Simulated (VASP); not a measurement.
MoS2:

```
Mo S
1.0
     3.16100    0.00000    0.00000
    -1.58050    2.73751    0.00000
     0.00000    0.00000   13.77040
Mo S
2 4
Direct
  0.33333 0.66667 0.25000
  0.66667 0.33333 0.75000
  0.66667 0.33333 0.36365
  0.66667 0.33333 0.13635
  0.33333 0.66667 0.86365
  0.33333 0.66667 0.63635
```

The cell was built by a generator and needn't be a form met in nature.

Program: VASP 6.6.1. Alike in all runs: task single point; potentials or basis VASP PAW PBE potentials, release 64 (Mo_sv, S); no spin polarisation; cell as given; k mesh 8 × 8 × 2; cutoff (eV) 520; smearing fermi-dirac 0.05 eV. Hardware: 1 thread of AMD EPYC 9R45 96-Core Processor (Zen 5) (shared host).

Question: Order these runs on this cell by their wall time, lowest first.
A. level PBEsol
B. level optB86b-vdW
C. level SCAN

Answer: A (54 s), B (110 s), C (530 s).

Runs at the PBE level aren't shown here.
